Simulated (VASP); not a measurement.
Input for VASP

File POSCAR:
```
InAs
1
    0.0000000000     3.0450899932     3.0450899932
    3.0450899932     0.0000000000     3.0450899932
    3.0450899932     3.0450899932     0.0000000000
In As
1 1
Direct
  0.0000000000   0.0000000000   0.0000000000
  0.2500000000   0.2500000000   0.2500000000
```

**INCAR**
```
# general
SYSTEM  = InAs
PREC    = Accurate
ENCUT   = 480
LREAL   = .FALSE.   # projection in real space or not
LASPH   = .TRUE.   # aspherical one-centre terms

# electronic loop
EDIFF   = 1E-7   # SCF stop (eV)
NELM    = 100   # most electronic steps
ALGO    = Normal
LMAXMIX = 4

# smearing
ISMEAR  = 1   # Methfessel-Paxton
SIGMA   = 0.1

# functional
GGA     = PS

# ions
ISIF    = 2   # forces and stress, cell fixed

# output
LWAVE   = .FALSE.
LCHARG  = .FALSE.
```

KPOINTS:
```
Regular mesh
0
Gamma
  10 10 10
```

POTCAR, in this order: In_d As (PBE.64 set). Program: vasp_std.

Q: Write an equivalent input for Ansatz.

A: One equivalent input (not run):
Ansatz 0.2 input:
```yaml
crystal:
  lattice:
    - [0.0000000, 3.0450900, 3.0450900]
    - [3.0450900, 0.0000000, 3.0450900]
    - [3.0450900, 3.0450900, 0.0000000]
  atoms:
    - { symbol: In, position: [0.0000000, 0.0000000, 0.0000000] }
    - { symbol: As, position: [0.2500000, 0.2500000, 0.2500000] }
kpoints:
  mp_grid: { grid: [10, 10, 10] }
hamiltonian:
  xc: pbesol
  pseudopotentials: { kind: paw }
scf:
  occupations: { method: methfessel_paxton, width: 0.1 }
  max_iter: 100
output: { forces: true, stress: true, eigenvalues: true }
```
Limits of the translation: each code has its own PAW files, so the cut-off isn't converted (ENCUT is set for VASP's; basis.ecutwfc is left out, and Ansatz then takes the one that its files recommend); Ansatz stops its SCF on the density residual and VASP on the energy change (EDIFF).

The compound is InAs in the zinc blende structure. It was relaxed first.
